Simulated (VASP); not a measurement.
GaBi (relaxed from the NiAs structure, space group P6_3/mmc): computed properties

Computed with LDA (Ceperley-Alder, Perdew-Zunger), VASP's LDA PAW potentials (set 64) (plane waves; VASP 6.6.1).

For GaBi, the space group is P6_3/mmc (194), the cell comes out as a = 4.2093 Å, b = 4.2093 Å, c = 6.5614 Å, α = 90.00°, β = 90.00°, γ = 120.00° and the volume per atom comes out as 25.17 Å^3/atom. The band gap (over mesh and band path) comes out as none (metal, semimetal or under 0.01 eV). The density is 9.19 g/cm³.

Space group P6₃/mmc (No. 194); a = 4.2093 Å, b = 4.2093 Å, c = 6.5614 Å, α = 90.00°, β = 90.00°, γ = 120.00°

| atom | site | symmetry | x | y | z |
|---|---|---|---|---|---|
| Ga | 2a | -3m. | 0.0000 | 0.0000 | 0.0000 |
| Bi | 2c | -6m2 | 0.3333 | 0.6667 | 0.2500 |

Unless said otherwise, spin-orbit coupling is left out, though it shifts the bands of the heavy elements here.

The structure was generated: GaBi was put into the NiAs type (P6_3/mmc), which need not be its known phase. It was relaxed first. Symmetry was kept, so distortions that lower it aren't found.
